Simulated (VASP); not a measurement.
Output of a VASP run:

**OSZICAR**
```
       N       E                     dE             d eps       ncg     rms          rms(c)
DAV:   1     0.108964949621E+03    0.10896E+03   -0.77617E+03  3488   0.145E+03
DAV:   2    -0.163239701178E+02   -0.12529E+03   -0.11945E+03  3632   0.360E+02
DAV:   3    -0.247540122982E+02   -0.84300E+01   -0.81934E+01  4500   0.924E+01
DAV:   4    -0.251455253585E+02   -0.39151E+00   -0.39088E+00  4544   0.188E+01
DAV:   5    -0.251603350000E+02   -0.14810E-01   -0.14808E-01  4692   0.315E+00    0.194E+01
RMM:   6    -0.200972526332E+02    0.50631E+01   -0.24929E+01  4226   0.460E+01    0.526E+00
RMM:   7    -0.196955478278E+02    0.40170E+00   -0.22887E+00  4144   0.174E+01    0.457E+00
RMM:   8    -0.197565755510E+02   -0.61028E-01   -0.11270E+00  4438   0.641E+00    0.113E+00
RMM:   9    -0.197888593920E+02   -0.32284E-01   -0.28120E-01  4937   0.355E+00    0.106E+00
RMM:  10    -0.197990159041E+02   -0.10157E-01   -0.11968E-01  5029   0.230E+00    0.725E-01
RMM:  11    -0.197975098359E+02    0.15061E-02   -0.42816E-02  4404   0.186E+00    0.111E-01
RMM:  12    -0.198004075707E+02   -0.28977E-02   -0.32497E-02  5104   0.952E-01    0.819E-02
RMM:  13    -0.198013127046E+02   -0.90513E-03   -0.10394E-02  4741   0.582E-01    0.497E-02
RMM:  14    -0.198018304535E+02   -0.51775E-03   -0.57030E-03  4747   0.432E-01    0.275E-02
RMM:  15    -0.198021065548E+02   -0.27610E-03   -0.30515E-03  4402   0.269E-01    0.340E-02
RMM:  16    -0.198022715815E+02   -0.16503E-03   -0.18224E-03  4043   0.195E-01    0.205E-02
RMM:  17    -0.198023583298E+02   -0.86748E-04   -0.98295E-04  3990   0.154E-01    0.835E-03
RMM:  18    -0.198024261857E+02   -0.67856E-04   -0.75792E-04  3564   0.115E-01    0.856E-03
RMM:  19    -0.198024612653E+02   -0.35080E-04   -0.41261E-04  3483   0.971E-02    0.318E-03
RMM:  20    -0.198024919604E+02   -0.30695E-04   -0.34926E-04  3159   0.773E-02    0.378E-03
RMM:  21    -0.198025084165E+02   -0.16456E-04   -0.19804E-04  3135   0.680E-02    0.134E-03
RMM:  22    -0.198025235710E+02   -0.15154E-04   -0.17672E-04  2960   0.569E-02    0.300E-04
RMM:  23    -0.198025318207E+02   -0.82497E-05   -0.10436E-04  2636   0.498E-02    0.406E-04
RMM:  24    -0.198025396205E+02   -0.77997E-05   -0.95272E-05  2424   0.455E-02
   1 F= -.19802540E+02 E0= -.19802382E+02  d E =-.198025E+02
```

### OUTCAR
```
------------------------ aborting loop because EDIFF is reached ----------------------------------------
  FORCE on cell =-STRESS in cart. coord.  units (eV):
  Direction    XX          YY          ZZ          XY          YZ          ZX
  --------------------------------------------------------------------------------------
  Total       -0.0675960     -0.0675960     -0.0675960      0.0000000      0.0000000      0.0000000
  in kB       -5.4675134     -5.4675134     -5.4675134      0.0000000      0.0000000      0.0000000
  external PRESSURE =      -5.4675134 kB  Pullay stress =       0.0000000 kB
  volume of cell :       19.81
      direct lattice vectors                 reciprocal lattice vectors
     0.000000000  2.147520018  2.147520018    -0.232826700  0.232826700  0.232826700
     2.147520018  0.000000000  2.147520018     0.232826700 -0.232826700  0.232826700
     2.147520018  2.147520018  0.000000000     0.232826700  0.232826700 -0.232826700
 POSITION                                       TOTAL-FORCE (eV/Angst)
 -----------------------------------------------------------------------------------
      0.00000      0.00000      0.00000        -0.000000      0.000000     -0.000000
      2.14752      2.14752      2.14752         0.000000     -0.000000      0.000000
 -----------------------------------------------------------------------------------
    total drift:                                0.000000     -0.000000     -0.000000
  FREE ENERGIE OF THE ION-ELECTRON SYSTEM (eV)
  ---------------------------------------------------
  free  energy   TOTEN  =       -19.8025396205 eV

  energy  without entropy=      -19.8020679791  energy(sigma->0) =      -19.80238241

 reached required accuracy - stopping structural energy minimisation
```
(Selected blocks of OUTCAR.)

**POSCAR**
```
TiC
1
   -0.0000000000     2.1475200181     2.1475200181
    2.1475200181    -0.0000000000     2.1475200181
    2.1475200181     2.1475200181    -0.0000000000
Ti C
1 1
Direct
  0.0000000000   0.0000000000   0.0000000000
  0.5000000000   0.5000000000   0.5000000000
```

Q: Reconstruct the remaining input files.

A: Several could match; the one computed here: the input of the run itself, PBEsol GGA, plane waves, VASP's PBE PAW potentials (set 64).

INCAR:
```
SYSTEM = TiC
PREC = Normal
ENCUT = 450
EDIFF = 1E-5
NELM = 100
ALGO = Fast
LREAL = .FALSE.
LASPH = .TRUE.
ISMEAR = 1
SIGMA = 0.1
GGA = PS
LMAXMIX = 4
LWAVE = .FALSE.
LCHARG = .FALSE.
NELMIN = 4
IBRION = 2
ISIF = 2
NSW = 20
EDIFFG = -0.03
```

### KPOINTS
```
Automatic mesh
0
gamma
16 16 16
0 0 0
```

POTCAR, in this order: Ti_sv C (PBE.64 set). Program: vasp_std.

At this cut-off the stress carries a Pulay error, which pulls relaxed volumes low.

The compound is TiC in the rock salt structure. It was relaxed first.
